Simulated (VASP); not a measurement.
Output of a VASP run:

OUTCAR:
```
 ion  position               nearest neighbor table
   1  0.333  0.667  0.250-   2 3.45   2 3.45   2 3.49   2 3.49   2 3.52   2 3.52
   2  0.688  0.354  0.750-   1 3.45   1 3.45   1 3.49   1 3.49   1 3.52   1 3.52
  LATTYP: Found a hexagonal cell.
 ALAT       =     3.5627300396
 C/A-ratio  =     1.5793841174
 Subroutine PRICEL returns:
 Original cell was already a primitive cell.
 Subroutine GETGRP returns: Found  4 space group operations
The static configuration has the point symmetry C_1 .
 The point group associated with its full space group is C_2h.
The dynamic configuration has the point symmetry C_1 .
 Subroutine INISYM returns: Found  4 space group operations
 Subroutine IBZKPT returns following result:
 Found    296 irreducible k-points:

 Following reciprocal coordinates:
            Coordinates               Weight
  0.000000  0.000000  0.000000      1.000000
  0.083333  0.000000  0.000000      2.000000
  0.000000  0.083333  0.000000      2.000000
 -0.083333  0.083333  0.000000      2.000000
  0.166667 -0.000000  0.000000      2.000000
 -0.000000  0.166667  0.000000      2.000000
 -0.166667  0.166667  0.000000      2.000000
  0.250000  0.000000  0.000000      2.000000
  0.000000  0.250000  0.000000      2.000000
 -0.250000  0.250000  0.000000      2.000000
  0.333333  0.000000  0.000000      2.000000
  0.000000  0.333333  0.000000      2.000000
 -0.333333  0.333333  0.000000      2.000000
  0.416667 -0.000000  0.000000      2.000000
 -0.000000  0.416667  0.000000      2.000000
 -0.416667  0.416667  0.000000      2.000000
  0.500000  0.000000  0.000000      1.000000
  0.000000  0.500000  0.000000      1.000000
  0.500000  0.500000  0.000000      1.000000
  0.083333  0.083333  0.000000      2.000000
 -0.083333  0.166667  0.000000      2.000000
 -0.166667  0.083333  0.000000      2.000000
  0.166667  0.083333  0.000000      2.000000
 -0.083333  0.250000  0.000000      2.000000
 -0.250000  0.166667  0.000000      2.000000
 -0.166667  0.250000  0.000000      2.000000
  0.083333  0.166667  0.000000      2.000000
  0.250000 -0.083333  0.000000      2.000000
  0.250000  0.083333  0.000000      2.000000
 -0.083333  0.333333  0.000000      2.000000
 -0.333333  0.250000  0.000000      2.000000
 -0.250000  0.333333  0.000000      2.000000
  0.083333  0.250000  0.000000      2.000000
  0.333333 -0.083333  0.000000      2.000000
  0.333333  0.083333  0.000000      2.000000
 -0.083333  0.416667  0.000000      2.000000
 -0.416667  0.333333  0.000000      2.000000
 -0.333333  0.416667  0.000000      2.000000
  0.083333  0.333333  0.000000      2.000000
  0.416667 -0.083333  0.000000      2.000000
   k-points           NKPTS =    296   k-points in BZ     NKDIM =    296   number of bands    NBANDS=     13
   number of dos      NEDOS =    301   number of ions     NIONS =      2
   total plane-waves  NPLWV =  31360
   dimension x,y,z NGX =    28 NGY =   28 NGZ =   40
   dimension x,y,z NGXF=    56 NGYF=   56 NGZF=   80
   ions per type =               2
   PREC   = accura    normal or accurate (medium, high low for compatibility)
   ISTART =      0    job   : 0-new  1-cont  2-samecut
   ICHARG =      2    charge: 1-file 2-atom 10-const
   ISPIN  =      1    spin polarized calculation?
   LNONCOLLINEAR =      F non collinear calculations
   LSORBIT =      F    spin-orbit coupling
   INIWAV =      1    electr: 0-lowe 1-rand  2-diag
   ENCUT  =  480.0 eV  35.28 Ry    5.94 a.u.   6.36  6.36 10.05*2*pi/ulx,y,z
   NELM   =    100;   NELMIN=  2; NELMDL= -5     # of ELM steps
   EDIFF  = 0.1E-06   stopping-criterion for ELM
   LREAL  =      F    real-space projection
   NLSPLINE    = F    spline interpolate recip. space projectors
   LMAXMIX     =    6 max onsite mixed and CHGCAR
   VOSKOWN=      0    Vosko Wilk Nusair interpolation
   EDIFFG = 0.1E-05   stopping-criterion for IOM
   NSW    =      0    number of steps for IOM
...
```

File OSZICAR:
```
       N       E                     dE             d eps       ncg     rms          rms(c)
DAV:   1     0.376914677055E+02    0.37691E+02   -0.86039E+03  7704   0.116E+03
DAV:   2    -0.835347869034E+01   -0.46045E+02   -0.44920E+02  8581   0.231E+02
DAV:   3    -0.100039967299E+02   -0.16505E+01   -0.15600E+01 10340   0.268E+01
DAV:   4    -0.100323000059E+02   -0.28303E-01   -0.28028E-01  9093   0.362E+00
DAV:   5    -0.100331482695E+02   -0.84826E-03   -0.84547E-03 11133   0.459E-01    0.235E+01
DAV:   6    -0.100288028501E+02    0.43454E-02   -0.23683E-02  8364   0.120E+00    0.141E+01
DAV:   7    -0.100354029505E+02   -0.66001E-02   -0.41178E-02  8301   0.157E+00    0.216E-01
DAV:   8    -0.100349665833E+02    0.43637E-03   -0.24696E-03  8777   0.376E-01    0.538E-02
DAV:   9    -0.100349631937E+02    0.33896E-05   -0.23054E-04 10111   0.111E-01    0.329E-02
DAV:  10    -0.100349594982E+02    0.36955E-05   -0.23997E-05  8827   0.352E-02    0.302E-02
DAV:  11    -0.100349600650E+02   -0.56680E-06   -0.34076E-06  8421   0.136E-02    0.212E-03
DAV:  12    -0.100349600819E+02   -0.16943E-07   -0.18816E-07  7641   0.314E-03
   1 F= -.10034960E+02 E0= -.10034397E+02  d E =-.168918E-02
```

OUTCAR:
```
------------------------ aborting loop because EDIFF is reached ----------------------------------------
  FORCE on cell =-STRESS in cart. coord.  units (eV):
  Direction    XX          YY          ZZ          XY          YZ          ZX
  --------------------------------------------------------------------------------------
  Total       -0.0063950     -0.0054473     -0.0080411     -0.0870284      0.0000000      0.0000000
  in kB       -0.1656477     -0.1410983     -0.2082861     -2.2542624      0.0000000      0.0000000
  external PRESSURE =      -0.1716774 kB  Pullay stress =       0.0000000 kB
  volume of cell :       61.85
      direct lattice vectors                 reciprocal lattice vectors
     1.781365108 -3.085414670  0.000000000     0.280683616 -0.162052772  0.000000000
     1.781365108  3.085414670  0.000000000     0.280683616  0.162052772  0.000000000
     0.000000000  0.000000000  5.626919239     0.000000000  0.000000000  0.177717141
 POSITION                                       TOTAL-FORCE (eV/Angst)
 -----------------------------------------------------------------------------------
      1.78137      1.02847      1.40673         0.047025     -0.005176     -0.000000
      1.85637     -1.02847      4.22019        -0.047025      0.005176      0.000000
 -----------------------------------------------------------------------------------
    total drift:                                0.000001     -0.000000      0.000000
  FREE ENERGIE OF THE ION-ELECTRON SYSTEM (eV)
  ---------------------------------------------------
  free  energy   TOTEN  =       -10.0349600819 eV

  energy  without entropy=      -10.0332709056  energy(sigma->0) =      -10.03439702
```
(Selected blocks of OUTCAR.)

### POSCAR
```
Gd
1
    1.7813651080    -3.0854146702     0.0000000000
    1.7813651080     3.0854146702    -0.0000000000
   -0.0000000000    -0.0000000000     5.6269192390
Gd
2
Direct
  0.3333330000   0.6666670000   0.2500000000
  0.6877182712   0.3543842712   0.7500000000
```

### Question
Write an INCAR and KPOINTS that could have produced this output.

### Answer
Several could match; the one computed here: the input of the run itself, PBEsol GGA, plane waves, VASP's PBE PAW potentials (set 64).

INCAR:
```
! general
SYSTEM   =  Gd
PREC     =  Accurate
ENCUT    =  480
LREAL    =  .FALSE.
LASPH    =  .TRUE.

! electronic loop
EDIFF    =  1E-7
NELM     =  100
ALGO     =  Normal
LMAXMIX  =  6

! smearing
ISMEAR   =  1
SIGMA    =  0.1

! functional
GGA      =  PS

! ions
ISIF     =  2

! output
LWAVE    =  .FALSE.
LCHARG   =  .FALSE.
```

KPOINTS:
```
Automatic mesh
0
Gamma
12 12 6
0 0 0
```

POTCAR, in this order: Gd_3 (PBE.64 set). Program: vasp_std.

The 4f electrons are frozen in the core of the lanthanide potential, so 4f levels, which can set the real gap, and their magnetism are missing.

The compound is Gd in the hcp structure. This cell was strained or had an atom moved on purpose.
